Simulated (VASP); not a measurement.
Method: PBE GGA, VASP's PBE PAW potentials (set 64) (plane waves; VASP 6.6.1).

A VASP calculation is set up with these files.

**POSCAR**
```
C32Si31
1
    8.7583314356     0.0000000000     0.0000000000
    0.0000000000     8.7583314356    -0.0000000000
   -0.0000000000    -0.0000000000     8.7583314356
Si C
31 32
Direct
  0.5000000000   0.0000000000   0.0000000000
  0.7500000000   0.2500000000   0.0000000000
  0.7500000000   0.0000000000   0.2500000000
  0.0000000000   0.0000000000   0.0000000000
  0.2500000000   0.2500000000   0.0000000000
  0.5000000000   0.5000000000   0.0000000000
  0.7500000000   0.7500000000   0.0000000000
  0.2500000000   0.0000000000   0.2500000000
  0.4972140000   0.2450620000   0.2548990000
  0.7487510000   0.4986100000   0.2517380000
  0.5000000000   0.0000000000   0.5000000000
  0.7530920000   0.2478430000   0.5054840000
  0.7500000000   0.0000000000   0.7500000000
  0.0000000000   0.5000000000   0.0000000000
  0.2500000000   0.7500000000   0.0000000000
  0.0000000000   0.2500000000   0.2500000000
  0.2464360000   0.5025720000   0.2513470000
  0.5009670000   0.7511950000   0.2477850000
  0.0000000000   0.0000000000   0.5000000000
  0.2545540000   0.2490840000   0.5005970000
  0.7472710000   0.7453040000   0.5019940000
  0.2500000000   0.0000000000   0.7500000000
  0.4975690000   0.2508450000   0.7516880000
  0.7485470000   0.4992160000   0.7487720000
  0.0000000000   0.7500000000   0.2500000000
  0.0000000000   0.5000000000   0.5000000000
  0.2498400000   0.7453320000   0.4997760000
  0.0000000000   0.2500000000   0.7500000000
  0.2466570000   0.4957410000   0.7510680000
  0.5000840000   0.7450840000   0.7446970000
  0.0000000000   0.7500000000   0.7500000000
  0.6250000000   0.1250000000   0.1250000000
  0.8750000000   0.3750000000   0.1250000000
  0.8750000000   0.1250000000   0.3750000000
  0.1250000000   0.1250000000   0.1250000000
  0.3750000000   0.3750000000   0.1250000000
  0.6250000000   0.6250000000   0.1250000000
  0.8750000000   0.8750000000   0.1250000000
  0.3750000000   0.1250000000   0.3750000000
  0.6255350000   0.3803590000   0.3795560000
  0.8750000000   0.6250000000   0.3750000000
  0.6250000000   0.1250000000   0.6250000000
  0.8750000000   0.3750000000   0.6250000000
  0.8750000000   0.1250000000   0.8750000000
  0.1250000000   0.6250000000   0.1250000000
  0.3750000000   0.8750000000   0.1250000000
  0.1250000000   0.3750000000   0.3750000000
  0.3762130000   0.6271890000   0.3754630000
  0.6250000000   0.8750000000   0.3750000000
  0.1250000000   0.1250000000   0.6250000000
  0.3763920000   0.3803710000   0.6268990000
  0.6243910000   0.6218400000   0.6294230000
  0.8750000000   0.8750000000   0.6250000000
  0.3750000000   0.1250000000   0.8750000000
  0.6250000000   0.3750000000   0.8750000000
  0.8750000000   0.6250000000   0.8750000000
  0.1250000000   0.8750000000   0.3750000000
  0.1250000000   0.6250000000   0.6250000000
  0.3750000000   0.8750000000   0.6250000000
  0.1250000000   0.3750000000   0.8750000000
  0.3750000000   0.6250000000   0.8750000000
  0.6250000000   0.8750000000   0.8750000000
  0.1250000000   0.8750000000   0.8750000000
```

KPOINTS:
```
Automatic mesh
0
gamma
1 1 1
```

**INCAR**
```
ALGO  =  Fast
EDIFF  =  1E-5
EDIFFG  =  -0.03
ENCUT  =  400
GGA  =  PE
IBRION  =  2
ISIF  =  2
ISMEAR  =  0
ISYM  =  0
LASPH  =  .True.
LCHARG  =  .False.
LREAL  =  Auto
LWAVE  =  .True.
NELM  =  100
NELMIN  =  4
NSW  =  60
PREC  =  Normal
SIGMA  =  0.05
SYSTEM  =  C32Si31
```

POTCAR, in this order: Si C (PBE.64 set). Program: vasp_gam.

Output of the run:

File OSZICAR:
```
...
   4 F= -.46532448E+03 E0= -.46528625E+03  d E =-.260156E+00
       N       E                     dE             d eps       ncg     rms          rms(c)
DAV:   1    -0.465332720978E+03   -0.82429E-02   -0.18044E+00   368   0.317E+00    0.598E-01
RMM:   2    -0.465408005193E+03   -0.75284E-01   -0.52565E-02   317   0.433E-01    0.272E+00
RMM:   3    -0.465333571063E+03    0.74434E-01   -0.13801E-02   316   0.223E-01    0.829E-01
RMM:   4    -0.465332131045E+03    0.14400E-02   -0.38594E-03   323   0.111E-01    0.293E-01
RMM:   5    -0.465332225129E+03   -0.94084E-04   -0.24900E-03   322   0.852E-02    0.376E-01
RMM:   6    -0.465332115739E+03    0.10939E-03   -0.67346E-04   326   0.485E-02    0.343E-01
RMM:   7    -0.465331953280E+03    0.16246E-03   -0.45352E-04   320   0.358E-02    0.283E-01
RMM:   8    -0.465331613761E+03    0.33952E-03   -0.73288E-05   281   0.190E-02    0.297E-02
RMM:   9    -0.465331625598E+03   -0.11837E-04   -0.25738E-05   210   0.951E-03    0.224E-02
RMM:  10    -0.465331624643E+03    0.95532E-06   -0.32549E-06   188   0.409E-03
   5 F= -.46533162E+03 E0= -.46529330E+03  d E =-.267299E+00
       N       E                     dE             d eps       ncg     rms          rms(c)
DAV:   1    -0.465463614635E+03   -0.13199E+00   -0.32897E+01   316   0.134E+01    0.194E+00
RMM:   2    -0.465780290675E+03   -0.31668E+00   -0.68225E-01   316   0.179E+00    0.366E+00
RMM:   3    -0.465537951382E+03    0.24234E+00   -0.11597E-01   318   0.746E-01    0.299E+00
RMM:   4    -0.465482296819E+03    0.55655E-01   -0.36522E-02   328   0.364E-01    0.158E+00
RMM:   5    -0.465579790219E+03   -0.97493E-01   -0.10700E-01   360   0.454E-01    0.376E+00
RMM:   6    -0.465507494195E+03    0.72296E-01   -0.17572E-02   320   0.249E-01    0.285E+00
RMM:   7    -0.465498371849E+03    0.91223E-02   -0.59146E-02   361   0.311E-01    0.210E+00
RMM:   8    -0.465467283817E+03    0.31088E-01   -0.64638E-03   318   0.156E-01    0.659E-01
RMM:   9    -0.465465910320E+03    0.13735E-02   -0.19540E-03   319   0.744E-02    0.255E-01
RMM:  10    -0.465465860804E+03    0.49516E-04   -0.71673E-04   344   0.412E-02    0.878E-02
RMM:  11    -0.465465884693E+03   -0.23889E-04   -0.10372E-04   281   0.192E-02    0.724E-02
RMM:  12    -0.465465888566E+03   -0.38737E-05   -0.28669E-05   220   0.108E-02
   6 F= -.46546589E+03 E0= -.46542756E+03  d E =-.134264E+00
       N       E                     dE             d eps       ncg     rms          rms(c)
DAV:   1    -0.465466944597E+03   -0.10599E-02   -0.29125E-01   384   0.128E+00    0.177E-01
RMM:   2    -0.465472738187E+03   -0.57936E-02   -0.55688E-03   316   0.164E-01    0.108E+00
RMM:   3    -0.465466861207E+03    0.58770E-02   -0.11807E-03   318   0.740E-02    0.848E-02
RMM:   4    -0.465467472860E+03   -0.61165E-03   -0.45839E-04   322   0.411E-02    0.328E-01
RMM:   5    -0.465466974107E+03    0.49875E-03   -0.15893E-04   310   0.239E-02    0.422E-02
RMM:   6    -0.465466998076E+03   -0.23969E-04   -0.64246E-05   281   0.163E-02    0.509E-02
RMM:   7    -0.465466991688E+03    0.63882E-05   -0.14718E-05   195   0.769E-03
   7 F= -.46546699E+03 E0= -.46542866E+03  d E =-.135367E+00
       N       E                     dE             d eps       ncg     rms          rms(c)
DAV:   1    -0.465499705101E+03   -0.32707E-01   -0.75413E+00   316   0.695E+00    0.965E-01
RMM:   2    -0.465643993761E+03   -0.14429E+00   -0.17149E-01   316   0.935E-01    0.376E+00
RMM:   3    -0.465509053045E+03    0.13494E+00   -0.35211E-02   317   0.408E-01    0.139E+00
RMM:   4    -0.465503684427E+03    0.53686E-02   -0.11320E-02   332   0.207E-01    0.591E-01
RMM:   5    -0.465501141556E+03    0.25429E-02   -0.73065E-03   318   0.162E-01    0.348E-01
RMM:   6    -0.465504960333E+03   -0.38188E-02   -0.29561E-03   321   0.975E-02    0.981E-01
RMM:   7    -0.465500927247E+03    0.40331E-02   -0.13139E-03   319   0.675E-02    0.307E-01
RMM:   8    -0.465500850500E+03    0.76747E-04   -0.43283E-04   318   0.390E-02    0.204E-01
RMM:   9    -0.465500699796E+03    0.15070E-03   -0.11025E-04   311   0.224E-02    0.427E-02
RMM:  10    -0.465500699498E+03    0.29832E-06   -0.27496E-05   209   0.111E-02
   8 F= -.46550070E+03 E0= -.46546221E+03  d E =-.337078E-01
       N       E                     dE             d eps       ncg     rms          rms(c)
DAV:   1    -0.465500755949E+03   -0.56153E-04   -0.13084E-02   384   0.289E-01    0.380E-02
RMM:   2    -0.465501007798E+03   -0.25185E-03   -0.27466E-04   316   0.385E-02    0.237E-01
RMM:   3    -0.465500752081E+03    0.25572E-03   -0.58720E-05   273   0.170E-02    0.189E-02
RMM:   4    -0.465500763852E+03   -0.11771E-04   -0.18634E-05   195   0.932E-03    0.406E-02
RMM:   5    -0.465500757695E+03    0.61566E-05   -0.50921E-06   186   0.453E-03
   9 F= -.46550076E+03 E0= -.46546228E+03  d E =-.337660E-01
       N       E                     dE             d eps       ncg     rms          rms(c)
DAV:   1    -0.465509856695E+03   -0.90928E-02   -0.26759E+00   316   0.428E+00    0.522E-01
RMM:   2    -0.465543994718E+03   -0.34138E-01   -0.58792E-02   317   0.578E-01    0.218E+00
RMM:   3    -0.465511378029E+03    0.32617E-01   -0.12468E-02   325   0.241E-01    0.351E-01
RMM:   4    -0.465515559733E+03   -0.41817E-02   -0.39015E-03   323   0.122E-01    0.967E-01
RMM:   5    -0.465510658005E+03    0.49017E-02   -0.21558E-03   318   0.887E-02    0.122E-01
RMM:   6    -0.465512491266E+03   -0.18333E-02   -0.16058E-03   319   0.703E-02    0.622E-01
RMM:   7    -0.465510696965E+03    0.17943E-02   -0.55096E-04   319   0.441E-02    0.642E-02
RMM:   8    -0.465510744598E+03   -0.47633E-04   -0.11722E-04   311   0.226E-02    0.436E-02
RMM:   9    -0.465510746940E+03   -0.23420E-05   -0.52150E-05   255   0.131E-02
  10 F= -.46551075E+03 E0= -.46547222E+03  d E =-.998925E-02
       N       E                     dE             d eps       ncg     rms          rms(c)
DAV:   1    -0.465510981259E+03   -0.23666E-03   -0.50957E-02   352   0.592E-01    0.677E-02
RMM:   2    -0.465511436429E+03   -0.45517E-03   -0.10801E-03   316   0.800E-02    0.311E-01
RMM:   3    -0.465511012049E+03    0.42438E-03   -0.21326E-04   324   0.326E-02    0.406E-02
RMM:   4    -0.465511006451E+03    0.55977E-05   -0.57947E-05   293   0.166E-02
  11 F= -.46551101E+03 E0= -.46547249E+03  d E =-.102488E-01
       N       E                     dE             d eps       ncg     rms          rms(c)
DAV:   1    -0.465512657641E+03   -0.16456E-02   -0.43451E-01   324   0.176E+00    0.246E-01
RMM:   2    -0.465525361354E+03   -0.12704E-01   -0.10958E-02   318   0.232E-01    0.160E+00
RMM:   3    -0.465512220784E+03    0.13141E-01   -0.26606E-03   317   0.108E-01    0.127E-01
RMM:   4    -0.465513588763E+03   -0.13680E-02   -0.98116E-04   322   0.605E-02    0.489E-01
RMM:   5    -0.465512446680E+03    0.11421E-02   -0.41330E-04   320   0.380E-02    0.523E-02
RMM:   6    -0.465512502818E+03   -0.56138E-04   -0.17577E-04   312   0.258E-02    0.786E-02
RMM:   7    -0.465512484936E+03    0.17882E-04   -0.38014E-05   235   0.123E-02    0.378E-02
RMM:   8    -0.465512479328E+03    0.56076E-05   -0.87249E-06   189   0.616E-03
  12 F= -.46551248E+03 E0= -.46547395E+03  d E =-.147288E-02
       N       E                     dE             d eps       ncg     rms          rms(c)
DAV:   1    -0.465512685431E+03   -0.20050E-03   -0.27296E-02   352   0.441E-01    0.770E-02
RMM:   2    -0.465514504951E+03   -0.18195E-02   -0.94427E-04   317   0.616E-02    0.644E-01
RMM:   3    -0.465512597016E+03    0.19079E-02   -0.29455E-04   317   0.336E-02    0.307E-02
RMM:   4    -0.465512688960E+03   -0.91944E-04   -0.80875E-05   287   0.185E-02    0.805E-02
RMM:   5    -0.465512664229E+03    0.24731E-04   -0.20498E-05   203   0.896E-03    0.224E-02
RMM:   6    -0.465512662909E+03    0.13192E-05   -0.74754E-06   187   0.561E-03
  13 F= -.46551266E+03 E0= -.46547413E+03  d E =-.165646E-02
```

File OUTCAR:
```
------------------------ aborting loop because EDIFF is reached ----------------------------------------
  FORCE on cell =-STRESS in cart. coord.  units (eV):
  Direction    XX          YY          ZZ          XY          YZ          ZX
  --------------------------------------------------------------------------------------
  Total       -0.0054448     -0.2695272      0.0803366     -0.0690600     -0.0429904     -0.0397533
  in kB       -0.0129847     -0.6427604      0.1915842     -0.1646922     -0.1025221     -0.0948025
  external PRESSURE =      -0.1547203 kB  Pullay stress =       0.0000000 kB
  volume of cell :      671.84
      direct lattice vectors                 reciprocal lattice vectors
     8.758331436  0.000000000  0.000000000     0.114176999  0.000000000  0.000000000
     0.000000000  8.758331436  0.000000000     0.000000000  0.114176999  0.000000000
     0.000000000  0.000000000  8.758331436     0.000000000  0.000000000  0.114176999
  FREE ENERGIE OF THE ION-ELECTRON SYSTEM (eV)
  ---------------------------------------------------
  free  energy   TOTEN  =      -465.5126629093 eV

  energy  without entropy=     -465.4356024501  energy(sigma->0) =     -465.47413268

 reached required accuracy - stopping structural energy minimisation
```
(Selected blocks of OUTCAR.)

CONTCAR:
```
C32Si31
   1.00000000000000
     8.7583314356000006    0.0000000000000000    0.0000000000000000
     0.0000000000000000    8.7583314356000006    0.0000000000000000
     0.0000000000000000    0.0000000000000000    8.7583314356000006
  Si              C
    31    32
Direct
     0.4999159685229490    0.9998087140317751    0.0002955424698022
     0.7500353286561113    0.2495514606658317    0.0006810063807411
     0.7499292975639225    0.9999177157437222    0.2503801484091325
     0.9999116302187122    0.9997501698597246    0.0004055795154692
     0.2497778139046630    0.2495810835118096    0.0001254056623020
     0.4999447355807404    0.4997644401636656    0.0003730220399212
     0.7499886922061503    0.7499308801537004    0.0000248415041812
     0.2498619184685046    0.9997355578053962    0.2503157470354988
     0.4983197724158438    0.2502054229067558    0.2508534080993480
     0.7496787777540308    0.5014432058511963    0.2506262297899876
     0.4999516766198648    0.9997007616276148    0.5003537256847057
     0.7495039940294498    0.2503312120364952    0.5020386429110462
     0.7498962493676664    0.9995591344117882    0.7503309436252024
     0.9998133415533600    0.4997329347572005    0.0002954148456918
     0.2497216088318174    0.7500347757003686    0.0004910707575922
     0.9997162543610643    0.2496358423122241    0.2503048759201331
     0.2500410531067287    0.4981530977569412    0.2503588290673976
     0.5015745834556217    0.7495184831349001    0.2504696294728401
     0.9998935946406206    0.9998176652681774    0.5003072026121566
     0.2503616411312464    0.2503281888409013    0.4987090787627256
     0.7494105426358334    0.7491582977227824    0.4985574971176085
     0.2500175572629419    0.9998723983532629    0.7502476686753674
     0.5015935509552990    0.2503139511495055    0.7499818109864190
     0.7498305019820823    0.4979578401600759    0.7501526977736511
     0.0000467216205385    0.7499560558028677    0.2502604008054980
     0.9999286564991529    0.4997763756050049    0.5003612179598809
     0.2501957399026584    0.7493376855896688    0.5018547516088440
     0.0001580313323363    0.2494977519242929    0.7505269843724988
     0.2500922073025200    0.5014354190143433    0.7502600274919407
     0.4982475391048538    0.7490576539746996    0.7499815740373326
     0.9996878369655936    0.7498752329535878    0.7503405889869489
     0.6254327228780967    0.1238594575340035    0.1245740334158181
     0.8758378538963963    0.3741376837923294    0.1245041623401000
     0.8756936991258186    0.1239650521644481    0.3748795510367150
     0.1249201166389391    0.1247771379096119    0.1254585391594702
     0.3745280381095151    0.3743525285677260    0.1249656622007558
     0.6253028214879075    0.6251984692688218    0.1249128256238709
     0.8748079062193993    0.8748498972247886    0.1254213152962745
     0.3746436104121985    0.1245456909591791    0.3751234803149497
     0.6389704124995387    0.3610923581373234    0.3612774268313701
     0.8753167533979855    0.6251076189946732    0.3749738685775393
     0.6251885567107855    0.1245948761833141    0.6256589246134681
     0.8753963165960136    0.3743032500850833    0.6257964404428017
     0.8748223032396577    0.1246148776058462    0.8754511332086714
     0.1238211395657911    0.6254982465354600    0.1242791100985397
     0.3742624175372930    0.8758583284363499    0.1244298381990165
     0.1245891533521046    0.3744644807025261    0.3749060211978100
     0.3606440648660233    0.6389202112055982    0.3608469323797575
     0.6251749423243452    0.8749893529179180    0.3750160065177837
     0.1241634300642940    0.1239022223034365    0.6258892311136035
     0.3607705963115503    0.3609383353499715    0.6396061083932678
     0.6389783314731936    0.6383609016129139    0.6394570386317657
     0.8756240946457298    0.8755789965933704    0.6257639421163774
     0.3744182272163948    0.1239293828183772    0.8761518409018888
     0.6253996096770453    0.3743707055220866    0.8758061491109090
     0.8757835735896665    0.6253626382062375    0.8762056861341061
     0.1240038880166722    0.8757973371881502    0.3746952303709010
     0.1245769825643539    0.6250739454562280    0.6257062625567171
     0.3747341757510580    0.8748031204825666    0.6255831525877193
     0.1239482278483185    0.3740927800188751    0.8763858158210469
     0.3744819309146125    0.6250410352173439    0.8758797150750663
     0.6253301705979881    0.8755786212293012    0.8760833820877159
     0.1249001145184426    0.8749480509858520    0.8752316092623594
```

At this cut-off the stress carries a Pulay error, which pulls relaxed volumes low. The supercell is sampled at Γ alone, which is coarse: total energies, pressure and levels can be off, energies of defects by several tenths of an eV.

The cell is a supercell with a defect, built from SiC (zinc blende): vac_Si. The run is not spin-polarised, so no state with unpaired spins was tried.
